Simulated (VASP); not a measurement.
Computed with r2SCAN meta-GGA, VASP's PBE PAW potentials (set 64) (plane waves; VASP 6.6.1).

VASP ran on this input.

File KPOINTS:
```
K-points
0
G
11 11 1
```

INCAR:
```
! general
SYSTEM   =  Cu(100) slab
PREC     =  Normal
ENCUT    =  400
LREAL    =  F   ! projection in real space or not
LASPH    =  T

! electronic loop
EDIFF    =  1E-6
NELM     =  100   ! most electronic steps
NELMIN   =  4
ALGO     =  Normal   ! blocked Davidson
LMAXMIX  =  4   ! l cut-off of mixed one-centre charges
LMIXTAU  =  T

! smearing
ISMEAR   =  1
SIGMA    =  0.1   ! width (eV)

! functional
METAGGA  =  R2SCAN

! output
LWAVE    =  F
LCHARG   =  F
LORBIT   =  11   ! lm-projected
LVHAR    =  T

! other
LDIPOL   =  T
IDIPOL   =  3
DIPOL    =  0.5 0.5 0.5
```

**POSCAR**
```
Cu(100) slab
1
    2.5316847008     0.0000000000     0.0000000000
    0.0000000000     2.5316847008     0.0000000000
    0.0000000000     0.0000000000    25.6178041376
Cu
6
Direct
  0.5000000000   0.0000000000   0.3260841045
  0.0000000000   0.5000000000   0.3942344618
  0.5000000000   0.0000000000   0.4647019019
  0.0000000000   0.5000000000   0.5352980981
  0.5000000000   0.0000000000   0.6057655382
  0.0000000000   0.5000000000   0.6739158955
```

POTCAR, in this order: Cu (PBE.64 set). Program: vasp_std. Read from the step before: WAVECAR.

The resulting files:

File OSZICAR:
```
       N       E                     dE             d eps       ncg     rms          rms(c)
DAV:   1    -0.635979018519E+02   -0.63598E+02   -0.20278E-05  2373   0.146E-01    0.841E-03
DAV:   2    -0.635979045638E+02   -0.27119E-05   -0.22881E-05  1864   0.272E-01    0.930E-03
DAV:   3    -0.635979033737E+02    0.11901E-05   -0.86658E-06  1581   0.152E-01    0.697E-04
DAV:   4    -0.635979027999E+02    0.57376E-06   -0.64892E-07   983   0.167E-02
   1 F= -.63597903E+02 E0= -.63598100E+02  d E =0.592119E-03
```

OUTCAR:
```
------------------------ aborting loop because EDIFF is reached ----------------------------------------
  FORCE on cell =-STRESS in cart. coord.  units (eV):
  Direction    XX          YY          ZZ          XY          YZ          ZX
  --------------------------------------------------------------------------------------
  Total       -1.8435921     -1.8435921     -1.0062345      0.0000000      0.0000000     -0.0000000
  in kB      -17.9893010    -17.9893010     -9.8185797      0.0000000      0.0000000     -0.0000000
  external PRESSURE =     -15.2657272 kB  Pullay stress =       0.0000000 kB
  volume of cell :      164.20
      direct lattice vectors                 reciprocal lattice vectors
     2.531684701  0.000000000  0.000000000     0.394993895  0.000000000  0.000000000
     0.000000000  2.531684701  0.000000000     0.000000000  0.394993895  0.000000000
     0.000000000  0.000000000 25.617804138     0.000000000  0.000000000  0.039035352
 POSITION                                       TOTAL-FORCE (eV/Angst)
 -----------------------------------------------------------------------------------
      1.26584      0.00000      8.35356         0.000000      0.000000     -0.008364
      0.00000      1.26584     10.09942         0.000000     -0.000000     -0.002209
      1.26584      0.00000     11.90464        -0.000000      0.000000     -0.018963
      0.00000      1.26584     13.71316         0.000000     -0.000000      0.018963
      1.26584      0.00000     15.51838        -0.000000      0.000000      0.002209
      0.00000      1.26584     17.26425        -0.000000     -0.000000      0.008364
 -----------------------------------------------------------------------------------
    total drift:                                0.000000      0.000000      0.000000
  FREE ENERGIE OF THE ION-ELECTRON SYSTEM (eV)
  ---------------------------------------------------
  free  energy   TOTEN  =       -63.5979027999 eV

  energy  without entropy=      -63.5984949188  energy(sigma->0) =      -63.59810017

 total charge

# of ion       s       p       d       tot
------------------------------------------
    1        0.460   0.294   9.230   9.984
    2        0.465   0.421   9.199  10.085
    3        0.463   0.416   9.192  10.071
    4        0.463   0.416   9.192  10.071
    5        0.465   0.421   9.199  10.085
    6        0.460   0.294   9.230   9.984
--------------------------------------------------
tot          2.775   2.262  55.241  60.278
```
(Selected blocks of OUTCAR.)

### OUTCAR
```
 val. band max:        0.5165668535   @ k =   0.4545   0.0000   0.0000

 cond. band min:       0.6005688106   @ k =   0.1818   0.0909   0.0000


 Fermi energy:         0.5718244033

 k-point     1 :       0.0000    0.0000    0.0000
  band No.  band energies     occupation
      1      -8.8865      2.00000
      2      -8.0389      2.00000
      3      -6.6750      2.00000
      4      -5.2036      2.00000
      5      -4.4596      2.00000
      6      -4.4465      2.00000
      7      -3.9457      2.00000
      8      -3.7191      2.00000
      9      -3.3405      2.00000
     10      -2.9252      2.00000
     11      -2.6010      2.00000
     12      -2.5177      2.00000
     13      -2.4475      2.00000
     14      -2.4475      2.00000
     15      -2.2182      2.00000
     16      -2.2182      2.00000
     17      -2.0105      2.00000
     18      -1.9934      2.00000
     19      -1.8363      2.00000
     20      -1.8363      2.00000
     21      -1.6819      2.00000
     22      -1.6671      2.00000
     23      -1.6435      2.00000
     24      -1.5468      2.00000
     25      -1.3908      2.00000
     26      -1.3908      2.00000
     27      -1.3796      2.00000
     28      -1.2063      2.00000
     29      -1.0203      2.00000
     30      -1.0203      2.00000
     31      -0.9229      2.00000
     32      -0.9197      2.00000
     33      -0.9050      2.00000
     34      -0.9050      2.00000
     35      -0.8896      2.00000
     36       0.9021     -0.00003
     37       1.9755     -0.00000
     38       5.1901      0.00000
     39       5.3867      0.00000

 k-point     2 :       0.0909    0.0000    0.0000
  band No.  band energies     occupation
      1      -8.6763      2.00000
      2      -7.8366      2.00000
      3      -6.4889      2.00000
      4      -5.0467      2.00000
      5      -4.3398      2.00000
      6      -4.3332      2.00000
      7      -3.8888      2.00000
      8      -3.6705      2.00000
      9      -3.3067      2.00000
...
```

The cell is a thin slab with vacuum, built from Cu (fcc): (100) face.
